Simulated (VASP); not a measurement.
Input for VASP

**KPOINTS**
```
Automatic mesh
0
Gamma
7 7 7
0 0 0
```

INCAR:
```
SYSTEM = NiO
PREC = Accurate
ENCUT = 520
EDIFF = 1E-6
NELM = 100
ALGO = Normal
LREAL = .FALSE.
LASPH = .TRUE.
ISMEAR = 0
SIGMA = 1.0
GGA = PE
LMAXMIX = 4
ISPIN = 2
MAGMOM = 2.0 -2.0 0.0 0.0
LORBIT = 10
LWAVE = .FALSE.
LCHARG = .FALSE.
ISIF = 2
```

**POSCAR**
```
NiO
1
    4.1800000000     2.0900000000     2.0900000000
    2.0900000000     4.1800000000     2.0900000000
    2.0900000000     2.0900000000     4.1800000000
Ni O
2 2
Direct
  0.0000000000   0.0000000000   0.0000000000
  0.5000000000   0.5000000000   0.5000000000
  0.2500000000   0.2500000000   0.2500000000
  0.7500000000   0.7500000000   0.7500000000
```

POTCAR, in this order: Ni O (PBE.64 set). Program: vasp_std.

The run wrote:

**standard output**
```
 POSCAR found type information on POSCAR NiO
 POSCAR found :  2 types and       4 ions
 Reading from existing POTCAR
 Reading from existing POTCAR
 LDA part: xc-table for (Slater+PW92), standard interpolation
 POSCAR, INCAR and KPOINTS ok, starting setup
 WAVECAR not read
 entering main loop
       N       E                     dE             d eps       ncg     rms          rms(c)
DAV:   1     0.260243416691E+03    0.26024E+03   -0.15892E+04  3568   0.210E+03
DAV:   2     0.317053373247E+01   -0.25707E+03   -0.24034E+03  3640   0.409E+02
DAV:   3    -0.280058132386E+02   -0.31176E+02   -0.29840E+02  4012   0.161E+02
DAV:   4    -0.290358481070E+02   -0.10300E+01   -0.10242E+01  3956   0.312E+01
DAV:   5    -0.290640276937E+02   -0.28180E-01   -0.28170E-01  4184   0.480E+00    0.206E+01
DAV:   6    -0.267273693460E+02    0.23367E+01   -0.51005E+01  5280   0.116E+02    0.252E+01
DAV:   7    -0.237353389856E+02    0.29920E+01   -0.14263E+01  4564   0.999E+01    0.872E+00
DAV:   8    -0.239464149758E+02   -0.21108E+00   -0.29450E+00  4044   0.157E+01    0.532E+00
DAV:   9    -0.239098499309E+02    0.36565E-01   -0.18083E-01  5704   0.767E+00    0.125E+00
DAV:  10    -0.239087943191E+02    0.10556E-02   -0.61253E-02  4600   0.414E+00    0.298E-01
DAV:  11    -0.239091337830E+02   -0.33946E-03   -0.71803E-03  5388   0.108E+00    0.859E-02
DAV:  12    -0.239091965682E+02   -0.62785E-04   -0.45469E-04  4028   0.239E-01    0.535E-02
DAV:  13    -0.239091929310E+02    0.36372E-05   -0.65760E-05  5376   0.846E-02    0.180E-02
DAV:  14    -0.239091918233E+02    0.11077E-05   -0.13130E-05  4000   0.810E-02    0.999E-03
DAV:  15    -0.239091918838E+02   -0.60465E-07   -0.15340E-06  1840   0.227E-02
   1 F= -.23909192E+02 E0= -.23077111E+02  d E =-.166416E+01  mag=     0.0000
```

### OUTCAR
```
------------------------ aborting loop because EDIFF is reached ----------------------------------------
  FORCE on cell =-STRESS in cart. coord.  units (eV):
  Direction    XX          YY          ZZ          XY          YZ          ZX
  --------------------------------------------------------------------------------------
  Total        1.0590764      1.0590764      1.0590764      0.0168163      0.0168163      0.0168163
  in kB       46.4663993     46.4663993     46.4663993      0.7378069      0.7378069      0.7378069
  external PRESSURE =      46.4663993 kB  Pullay stress =       0.0000000 kB
  volume of cell :       36.52
      direct lattice vectors                 reciprocal lattice vectors
     4.180000000  2.090000000  2.090000000     0.358851675 -0.119617225 -0.119617225
     2.090000000  4.180000000  2.090000000    -0.119617225  0.358851675 -0.119617225
     2.090000000  2.090000000  4.180000000    -0.119617225 -0.119617225  0.358851675
 POSITION                                       TOTAL-FORCE (eV/Angst)
 -----------------------------------------------------------------------------------
      0.00000      0.00000      0.00000        -0.000000      0.000000      0.000000
      4.18000      4.18000      4.18000         0.000000      0.000000      0.000000
      2.09000      2.09000      2.09000         0.000000     -0.000000      0.000000
      6.27000      6.27000      6.27000        -0.000000     -0.000000     -0.000000
 -----------------------------------------------------------------------------------
    total drift:                                0.000000     -0.000000     -0.000000
  FREE ENERGIE OF THE ION-ELECTRON SYSTEM (eV)
  ---------------------------------------------------
  free  energy   TOTEN  =       -23.9091918838 eV

  energy  without entropy=      -22.2450295412  energy(sigma->0) =      -23.07711071

 total charge

# of ion       s       p       d       tot
------------------------------------------
    1        0.330   0.399   8.276   9.005
    2        0.330   0.399   8.276   9.005
    3        1.569   3.393   0.000   4.962
    4        1.569   3.393   0.000   4.962
--------------------------------------------------
tot          3.798   7.583  16.553  27.934

 magnetization (x)

# of ion       s       p       d       tot
------------------------------------------
    1       -0.004  -0.008   1.061   1.050
    2        0.004   0.008  -1.061  -1.050
    3        0.000   0.000   0.000   0.000
    4        0.000   0.000   0.000   0.000
--------------------------------------------------
tot          0.000   0.000   0.000   0.000
```
(Selected blocks of OUTCAR.)

### Question
The run ends quietly. Is anything wrong with it?

### Answer
The cause: SIGMA is far too large. The run ends without an error. Against the sound run, the energy per atom (σ→0) goes up by 0.102 eV/atom; the pressure rises by 3.05 GPa; the band gap falls by 0.46 eV. To mend it, set SIGMA = 0.05.

The mended run (PBE GGA, plane waves, VASP's PBE PAW potentials (set 64)) converges, and its OSZICAR ends with
```
   1 F= -.23485627E+02 E0= -.23485627E+02  d E =-.159329E-10  mag=     0.0000
```

The compound is NiO in the rock salt, AFM-II order structure. The cell was not relaxed at this level.
